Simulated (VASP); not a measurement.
Consider the following.

```
CELL_PARAMETERS angstrom
      0.00000     2.65586     2.65586
      2.65586     0.00000     2.65586
      2.65586     2.65586     0.00000
ATOMIC_POSITIONS crystal
  Co 0.00000 0.00000 0.00000
  Si 0.25000 0.25000 0.25000
  Si 0.75000 0.75000 0.75000
```

Computed with PBE GGA, VASP's PBE PAW potentials (set 64) (plane waves; VASP). Settings: 500 eV cut-off, 10×10×10 Γ-centred mesh, first-order Methfessel-Paxton smearing of 0.10 eV, potentials Co Si.

Problem. Predict the energy per atom (σ→0), pressure, band gap (on the k-mesh) with the smallest direct gap where there is one.

Solution. 
The band gap (on the k-mesh) is none (metal, semimetal or under 0.01 eV) and the energy per atom (σ→0) is -6.427 eV/atom. The pressure is 4.97 GPa.

The absolute energy has meaning only against runs of the same code, potentials and settings.

The compound is CoSi2 in the fluorite structure. It was relaxed first under an external pressure of 5 GPa. The run is not spin-polarised, so no magnetic state was tried. The electron count is odd and the run is not spin-polarised, which forces a metal.
